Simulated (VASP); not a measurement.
```xyz
3
Lattice="0.0000 2.9971 2.9971 2.9971 0.0000 2.9971 2.9971 2.9971 0.0000" Properties=species:S:1:pos:R:3 pbc="T T T"
Pb     2.9971     5.9941     2.9971
F      1.4985     1.4985     1.4985
F      4.4956     4.4956     4.4956
```

The numbers are results of PBE GGA, VASP's PBE PAW potentials (set 64) (plane waves; VASP), not measurements. Run with 600 eV cut-off, 6×6×6 Γ-centred mesh, Gaussian smearing of 0.050 eV, potentials Pb_d F.

Energy and stress use the plane-wave basis of the starting cell.

The ions, cell shape and volume at an external pressure of 5.0 GPa are relaxed. Which structure does the run end with?

```xyz
3
Lattice="0.0000 2.9333 2.9333 2.9333 0.0000 2.9333 2.9333 2.9333 0.0000" Properties=species:S:1:pos:R:3 pbc="T T T"
Pb     0.0000     0.0000     0.0000
F      1.4666     1.4666     1.4666
F      4.3999     4.3999     4.3999
```
Space group Fm-3m (225), at a tolerance of 0.03 Å.

How do energy and volume change from the first to the last step?

The energy (σ→0) changes by +16.4 meV/atom and the volume by -6.2 %, in 3 ionic steps.

```tsv
step	E(σ→0) (eV)	max force (eV/Å)	pressure (GPa)	volume (Å³)
1	-14.3540	0.000	-0.02	53.84
2	-14.2721	0.000	6.69	49.58
3	-14.3049	0.000	5.01	50.48
```

The compound is PbF2 in the fluorite structure, the β form. This run relaxes it under an external pressure of 5 GPa. Symmetry was kept, so distortions that lower it aren't found.
